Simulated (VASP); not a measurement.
Input:

```
CELL_PARAMETERS angstrom
      3.84999     0.00000     0.00000
      0.00000     5.44470     0.00000
      0.00000     0.00000    26.26538
ATOMIC_POSITIONS crystal
  Ag 0.00000 0.00000 0.32718
  Ag 0.50000 0.50000 0.38229
  Ag 0.00000 0.00000 0.46929
  Ag 0.50000 0.50000 0.53071
  Ag 0.00000 0.00000 0.61771
  Ag 0.50000 0.50000 0.67282
  Cl 0.50000 0.00000 0.39422
  Cl 0.00000 0.50000 0.31359
  Cl 0.50000 0.00000 0.54009
  Cl 0.00000 0.50000 0.45991
  Cl 0.50000 0.00000 0.68641
  Cl 0.00000 0.50000 0.60578
```

All values below come from PBEsol GGA, VASP's PBE PAW potentials (set 64) (plane waves; VASP 6.6.1). Settings: PREC = Normal, 400 eV cut-off, 5×4×1 Γ-centred mesh, Gaussian smearing of 0.050 eV, potentials Ag Cl.

Problem. What does the run give for the energy per atom (σ→0)?

Solution. 
The energy per atom (σ→0) is -2.950 eV/atom.

The cell is a thin slab with vacuum, built from AgCl (rock salt): (110) face.
